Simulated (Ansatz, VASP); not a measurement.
# GaN: VASP beside Ansatz

Wanted: the spread between two codes on one cell, functional and k mesh. The cell is taken from a series of runs on this material, whose earlier steps may have relaxed, scaled, displaced or heated it; both programs get it as it stands.

Method: plane waves, with VASP 6.6.1 beside it; single point at PBE, in Ansatz 0.2.0.

### Step 1. Set-up

Symmetry: P6_3mc, No. 186, hexagonal system. Conventional cell: a = 3.180 Å, b = 3.180 Å, c = 5.166 Å, α = 90.00°, β = 90.00°, γ = 120.00°. Nearest to Ga lie 4 N at 1.94 to 1.95 Å. Nearest to N lie 4 Ga at 1.94 to 1.95 Å. Farther neighbours and most contacts between anions are not listed.

### Step 2. VASP: single point, PBE

With cell and atoms fixed, the geometry can't cause a difference; cores, projectors, grids and the points listed under the comparison can.

Lines of VASP's logs that name or quote its potential files are left out, and so is its time.

File INCAR:

```
SYSTEM = GaN
PREC = Accurate
ENCUT = 520
EDIFF = 1E-06
NELM = 120
ISMEAR = 0
SIGMA = 0.01
LREAL = .FALSE.
ALGO = Normal
GGA = PE
NBANDS = 24
LORBIT = 11
LWAVE = .FALSE.
LCHARG = .FALSE.
ISIF = 2
LASPH = .TRUE.
GGA_COMPAT = .FALSE.
EFERMI = MIDGAP
```

File POSCAR:

```
GaN
1.0
    3.1800000000      0.0000000000      0.0000000000
   -1.5900000000      2.7539607840      0.0000000000
    0.0000000000      0.0000000000      5.1660000000
Ga N
2 2
Direct
    0.6666666700      0.3333333300      0.4989630881
    0.3333333300      0.6666666700      0.9989630881
    0.6666666700      0.3333333300      0.8760369119
    0.3333333300      0.6666666700      0.3760369119
```

File KPOINTS:

```
Automatic mesh
0
Gamma
10 10 6
0 0 0
```

Potentials, in the order of the species: Ga_d and N (PBE family, release 64).

Command:

```bash
> mpirun -np 1 vasp_std
```

Numbers of over 12 decimals in the logs are rounded to 6 here.

What it wrote:

```text
[banner, memory and clock lines left out]
running    1 mpi-ranks, on    1 nodes
 distrk:  each k-point on    1 cores,    1 groups
 distr:  one band on    1 cores,    1 groups

 POSCAR found type information on POSCAR GaN
 POSCAR found :  2 types and       4 ions
 LDA part: xc-table for (Slater+PW92), standard interpolation
 POSCAR, INCAR and KPOINTS ok, starting setup
 FFT: planning ... GRIDC
 FFT: planning ... GRID_SOFT
 FFT: planning ... GRID
 WAVECAR not read
 entering main loop
       N       E                     dE             d eps       ncg     rms          rms(c)
DAV:   1     0.279938374651E+03    0.27994E+03   -0.18102E+04  2880   0.283E+03
DAV:   2     0.581427274351E+01   -0.27412E+03   -0.26113E+03  2992   0.521E+02
DAV:   3    -0.272744327360E+02   -0.33089E+02   -0.32817E+02  3144   0.146E+02
DAV:   4    -0.283193882054E+02   -0.10450E+01   -0.10431E+01  3440   0.292E+01
DAV:   5    -0.283365748433E+02   -0.17187E-01   -0.17177E-01  3192   0.336E+00    0.110E+01
DAV:   6    -0.241896728176E+02    0.41469E+01   -0.12610E+01  4608   0.535E+01    0.306E+00
DAV:   7    -0.243052327598E+02   -0.11556E+00   -0.16318E+00  2840   0.101E+01    0.273E+00
DAV:   8    -0.243021303200E+02    0.31024E-02   -0.18605E-01  4192   0.662E+00    0.749E-01
DAV:   9    -0.242857428092E+02    0.16388E-01   -0.74190E-02  4624   0.468E+00    0.325E-01
DAV:  10    -0.242865530930E+02   -0.81028E-03   -0.42370E-03  3072   0.617E-01    0.109E-01
DAV:  11    -0.242864547975E+02    0.98295E-04   -0.11668E-03  4064   0.614E-01    0.255E-02
DAV:  12    -0.242864666649E+02   -0.11867E-04   -0.12317E-04  2952   0.851E-02    0.157E-02
DAV:  13    -0.242864669470E+02   -0.28215E-06   -0.27912E-05  3560   0.801E-02    0.984E-03
DAV:  14    -0.242864673245E+02   -0.37749E-06   -0.54472E-06  2992   0.219E-02
   1 F= -.24286467E+02 E0= -.24286467E+02  d E =0.000000E+00
```

From OUTCAR (step 2):

```text
ion  position               nearest neighbor table
   1  0.667  0.333  0.499-   4 1.94   4 1.94   4 1.94   3 1.95
   2  0.333  0.667  0.999-   3 1.94   3 1.94   3 1.94   4 1.95
   3  0.667  0.333  0.876-   2 1.94   2 1.94   2 1.94   1 1.95
   4  0.333  0.667  0.376-   1 1.94   1 1.94   1 1.94   2 1.95

  LATTYP: Found a hexagonal cell.
 ALAT       =     3.1800000000
 C/A-ratio  =     1.6245283019

 Subroutine GETGRP returns: Found 12 space group operations
 (whereof  6 operations were pure point group operations)

The static configuration has the point symmetry C_3v.
 The point group associated with its full space group is C_6v.

 Found     56 irreducible k-points:

   k-points           NKPTS =     56   k-points in BZ     NKDIM =     56   number of bands    NBANDS=     24

   dimension x,y,z NGX =    24 NGY =   24 NGZ =   40
   dimension x,y,z NGXF=    48 NGYF=   48 NGZF=   80

   ENCUT  =  520.0 eV  38.22 Ry    6.18 a.u.   5.91  5.91  9.61*2*pi/ulx,y,z

   NELECT =      36.0000    total number of electrons

 k-points in reciprocal lattice and weights: Automatic mesh
   0.00000000  0.00000000  0.00000000       0.002
   0.10000000  0.00000000  0.00000000       0.010
   0.20000000  0.00000000  0.00000000       0.010
   0.30000000  0.00000000  0.00000000       0.010
   0.40000000  0.00000000  0.00000000       0.010
   0.50000000  0.00000000  0.00000000       0.005
   0.10000000  0.10000000  0.00000000       0.010
   0.20000000  0.10000000  0.00000000       0.020
   0.30000000  0.10000000  0.00000000       0.020
[...]
0.40000000  0.20000000  0.50000000       0.010
   0.30000000  0.30000000  0.50000000       0.010

 average (electrostatic) potential at core
       1 -63.3807       2 -63.3807       3 -61.9326       4 -61.9326

 E-fermi :   6.4143

 k-point     1 :       0.0000    0.0000    0.0000
  band No.  band energies     occupation
    ...
     14       4.3693      2.00000
     15       4.3693      2.00000
     16       5.3955      2.00000
     17       5.4212      2.00000
     18       5.4212      2.00000
     19       7.4074      0.00000
     20       9.7154      0.00000
     21      14.6963      0.00000
     22      15.3537      0.00000
     23      15.3537      0.00000
    ...

 k-point     2 :       0.1000    0.0000    0.0000
  band No.  band energies     occupation
    ...
     14       3.6492      2.00000
     15       4.1614      2.00000
     16       4.5943      2.00000
     17       5.2950      2.00000
     18       5.3312      2.00000
     19       8.1619      0.00000
     20      10.3172      0.00000
     21      14.3710      0.00000
     22      14.7489      0.00000
     23      15.6141      0.00000
    ...

 k-point     3 :       0.2000    0.0000    0.0000
  band No.  band energies     occupation
    ...
     14       2.1545      2.00000
     15       3.2385      2.00000
     16       3.6781      2.00000
     17       4.9703      2.00000
     18       5.0792      2.00000
     19       9.2829      0.00000
     20      11.2522      0.00000
     21      13.2840      0.00000
     22      14.2196      0.00000
     23      15.7470      0.00000
    ...

  Total        1.9885609      1.9885609      2.2397736      0.0000000      0.0000000     -0.0000000
  in kB       70.4222989     70.4222989     79.3186708      0.0000000      0.0000000     -0.0000000
  external PRESSURE =      73.3877562 kB  Pullay stress =       0.0000000 kB

  energy-cutoff  :      520.00
  volume of cell :       45.24
      direct lattice vectors                 reciprocal lattice vectors
     3.180000000  0.000000000  0.000000000     0.314465409  0.181556688  0.000000000
    -1.590000000  2.753960784  0.000000000     0.000000000  0.363113377  0.000000000
     0.000000000  0.000000000  5.166000000     0.000000000  0.000000000  0.193573364

 POSITION                                       TOTAL-FORCE (eV/Angst)
 -----------------------------------------------------------------------------------
      1.59000      0.91799      2.57764         0.000000     -0.000000     -0.002179
     -0.00000      1.83597      5.16064         0.000000      0.000000     -0.002179
      1.59000      0.91799      4.52561        -0.000000      0.000000      0.002179
     -0.00000      1.83597      1.94261         0.000000     -0.000000      0.002179
 -----------------------------------------------------------------------------------
    total drift:                               -0.000011      0.000005     -0.000555

  FREE ENERGIE OF THE ION-ELECTRON SYSTEM (eV)
  ---------------------------------------------------
  free  energy   TOTEN  =       -24.2864673245 eV

  energy  without entropy=      -24.2864673245  energy(sigma->0) =      -24.28646732

 total charge
# of ion       s       p       d       tot
------------------------------------------
    1        0.789   0.909  10.186  11.883
    2        0.789   0.909  10.186  11.883
    3        1.224   2.531   0.000   3.755
    4        1.224   2.531   0.000   3.755
--------------------------------------------------
tot          4.025   6.880  20.372  31.277

[... 3 further parts left out ...]
```

The run ends at a pressure of 7.34 GPa, with forces up to 0.0022 eV/Å.

### Step 3. Ansatz: single point, PBE

Ansatz runs on its default PAW (the set named soft_2) files.

The same cell, functional and mesh now go to Ansatz, which takes its cutoff from its data sets.

File input.yaml:

```yaml
crystal:
  lattice:
    - [3.18, 0.0, 0.0]
    - [-1.59, 2.753960784, 0.0]
    - [0.0, 0.0, 5.166]
  atoms:
    - { symbol: Ga, position: [0.66666667, 0.33333333, 0.4989630881] }
    - { symbol: Ga, position: [0.33333333, 0.66666667, -0.0010369119] }
    - { symbol: "N", position: [0.66666667, 0.33333333, 0.8760369119] }
    - { symbol: "N", position: [0.33333333, 0.66666667, 0.3760369119] }
kpoints:
  mp_grid: { grid: [10, 10, 6] }
scf:
  occupations: { method: fixed }
hamiltonian:
  xc: pbe
  pseudopotentials: { kind: paw, frozen_core: stored }
output:
  forces: false
  stress: false
  efg: { quadrupole_moments_barn: { Ga: 0.107, "N": 0.02044 } }
  write_density: true
  write_potential: true
  elf: true
  volumetric_format: npy
```

Command:

```bash
> ansatz run input.yaml --threads 4 --pin off --max-ram 8192MiB --backend cpu --events-out ev --progress --plain --runs-dir out
```

What it wrote:

```text
Engine: ansatz 0.2.0, aarch64-unknown-linux-gnu
Pseudopotentials: kind: paw
Pseudopotential: Ga, paw, valence charge 13, recommended cutoff 420 eV (normal), Ga.paw.azcp
Pseudopotential: N, paw, valence charge 5, recommended cutoff 420 eV (normal), N.paw.azcp
Functional definition: PBE
  parameter kappa = 0.804
  parameter beta = 0.066725
  exchange = pbe_x(kappa = kappa, mu = beta*pi^2/3)
  correlation = pbe_c(beta = beta)
Crystal: 4 atoms, lattice volume = 45.242 Å³
Basis set: ecut = 420 eV, 881 PW (Γ)
Bands: 22, of which v1, the nominal top of the filled ones, is band 18 counted from 1 (17 counted from 0)
Symmetry: 12 space group operations
Space group: P63mc (ITA 186), of the structure as read, at distance tolerance 3.6e-5 Å
k-points: 56 of 600 (time reversal used)
Non-local potential: Ga, projectors of the file, l = 0: 2, l = 1: 2, l = 2: 3, l = 3: 1
Non-local potential: N, projectors of the file, l = 0: 2, l = 1: 2, l = 2: 1
PAW form: soft (Blöchl's): semilocal exchange-correlation on the pseudo side does not see the compensation charge
PAW one-centre angular grid: Ga, 590 points (default); XC on 64 Gauss nodes
PAW one-centre angular grid: N, 110 points (default); XC on 64 Gauss nodes
Initial density: superposition of atomic densities (neutral atoms: chi_scale 0, normalization atom), corrected by the library's trained network
Initial wavefunctions: pseudopotential atomic-orbital guess
Functional: x = pbe(κ = 0.804, μ = 0.219515), c = pbe(β = 0.066725)
SCF iter   1: F=—  HF=-8335.797147 eV  |F-HF|=—  |Δ(HF+E_count)|=         —  Δρ=8.42e-4  dr2=1.77e-4  ethr=1.77e-3  ⟨swp⟩=4.3  Hψ=4357  notcnv=0  defer=58
preconditioner: auto → Resta (q_TF=auto, 2.626 Å⁻¹)  ε∞=5.0  [insulator: Δε(μ)=1.971 eV  Ē_g=16.648 eV  n_scr=22 (ndim 8)  ℏωp=33.1 eV  f_vac=0.009  ε∞_Penn≈5.0]
SCF iter   2: F=—  HF=-8335.797766 eV  |F-HF|=—  |Δ(HF+E_count)|=   6.19e-4  Δρ=4.03e-4  dr2=2.64e-5  ethr=4.92e-7  ⟨swp⟩=2.2  Hψ=2811  notcnv=0  defer=112
SCF iter   3: F=—  HF=-8335.797880 eV  |F-HF|=—  |Δ(HF+E_count)|=   1.14e-4  Δρ=1.87e-4  dr2=6.90e-6  ethr=7.32e-8  ⟨swp⟩=2.0  Hψ=2209  notcnv=0  defer=31
SCF iter   4: F=—  HF=-8335.797906 eV  |F-HF|=—  |Δ(HF+E_count)|=   2.64e-5  Δρ=5.67e-5  dr2=1.00e-6  ethr=1.92e-8  ⟨swp⟩=2.0  Hψ=2210  notcnv=0  defer=107
iter 5 did not close the SCF: its close was put off for the readings that it lacked (scf_convergence_deferred on its scf_iter line)
SCF iter   5: F=-8335.797909 eV  HF=-8335.797909 eV  |F-HF|=2.29e-7  |Δ(HF+E_count)|=   2.75e-6  Δρ=1.81e-5  dr2=9.60e-8  ethr=2.79e-9  ⟨swp⟩=2.0  Hψ=2220  notcnv=0  defer=110
SCF iter   6: F=-8335.797909 eV  HF=-8335.797909 eV  |F-HF|=2.82e-9  |Δ(HF+E_count)|=   2.48e-7  Δρ=4.91e-6  dr2=9.89e-9  ethr=2.67e-10  ⟨swp⟩=3.1  Hψ=5101  notcnv=0
SCF 1 converged in 6 iterations: F = -8335.797909 eV  dr2 = 9.89e-9
  greatest PAW one-centre occupation: 0.995 electrons in one spin orbital (limit 2), on the Ga atom at site 1 (counted from 0), in its partial waves of l = 2
SCF converged after 6 iterations
Free energy (F): -8335.797909 eV
Harris-Foulkes:  -8335.797909 eV  (|F-HF|=2.82e-9)
Internal energy: -8335.797909 eV  (E = F + TS)
E sigma→0 (E₀):  -8335.797909 eV
Fermi energy:    9.841029 eV
--- Per-component energies (eV) ---
  E_band       = -5.317345
  E_kinetic    = 495.402952
  E_local      = -3889.084286  (includes V_loc(G=0)·N_el)
  E_nonlocal   = 948.908022
  E_hartree    = 1791.507702
  E_xc         = -257.978789
  E_vxc        = -268.792641  (∫ρ·V_xc dr)
  E_paw        = -4240.769309  (= ΣΔE_a)
  E_vpaw       = -874.766553  (= ΣTr[D̂ρ^β])
  E_aug_tail   = 0.000047  (compensation charges beyond the density's cutoff)
  E_ewald      = -3183.784249
  E_smearing   = -0.000000  (= −TS)
  E_closure    = 0.000000  (closes the sum)
  Σ components = -8335.797909   (vs F -8335.797909, Δ=0.00e0)
--- PAW observables at the nuclei: V_zz in 10²¹ V/m², potentials from the cell's mean, atoms counted from 1 ---
  atom   1  Ga V_zz =    +0.402759   η = 0.0000   by run symmetry: allowed   C_q = +1.0420 MHz
            electrostatic potential = -4134.786678 V   contact ρ = none
  atom   2  Ga V_zz =    +0.402759   η = 0.0000   by run symmetry: allowed   C_q = +1.0420 MHz
            electrostatic potential = -4134.786678 V   contact ρ = none
  atom   3  N  V_zz =    +0.024660   η = 0.0000   by run symmetry: allowed   C_q = +0.0122 MHz
            electrostatic potential = -518.230590 V   contact ρ = none
  atom   4  N  V_zz =    +0.024660   η = 0.0000   by run symmetry: allowed   C_q = +0.0122 MHz
            electrostatic potential = -518.230590 V   contact ρ = none
--- Band table (eV; the first three rows and the last of 56) ---
  k-point 0: bands = [... 14 lower, 8.7901, 9.8158, 9.8410, 9.8410, 11.8187, 14.1357, 19.1113, 19.7804]
  k-point 1: bands = [... 14 lower, 8.8574, 9.0096, 9.7676, 9.7676, 12.4958, 14.1921, 18.9159, 19.8113]
  k-point 2: bands = [... 14 lower, 9.0428, 9.0428, 9.5683, 9.5683, 13.4905, 14.2856, 18.5106, 18.9506]
  k-point 55: bands = [... 14 lower, 5.7732, 5.7732, 8.3397, 8.3397, 16.1303, 16.1303, 17.4475, 17.4475]
```

Reading the cycles: dr2 is the Hartree energy of the density residual (eV), the measure of convergence; HF is the Harris–Foulkes estimate of the energy, which meets the free energy F at convergence.

### Step 4. Differences

Known differences besides the potentials themselves: fixed occupations in Ansatz, narrow Gaussian smearing in VASP; the cutoff is 420 eV in Ansatz and 520 eV in VASP. Total energies have different zeros and are not compared.

Both answers:

| quantity | Ansatz | VASP | difference |
| --- | --- | --- | --- |
| gap on the k mesh (eV) | 1.978 | 1.986 | -0.009 |

A gap on the mesh is an upper bound, since the band edges may lie between its points.

### Step 5. Summary of results

| Quantity | Value |
| --- | --- |
| difference in gap on the k mesh (single point, PBE) | -0.0085 eV |

**Reading.** The difference in gap on the k mesh is -0.0085 eV (single point, PBE), within the 0.08 eV picked in this series as the mark of a large difference. Such differences can come from data sets, numerical settings and the points named under the comparisons, not from the functional's error against experiment.

[Lines on the potential files, build, host, timing and source positions are cut from VASP's logs without a mark.]

[Logs are printed without paths, hosts, clocks, repeated set-up lines and the standing remarks that a program may print on its own settings, such as how far it seeks lower states.]

[Hosts, paths, dates, database ids (printed as entryN), source tags and the programs' standing remarks are cut or masked in the printed files.]
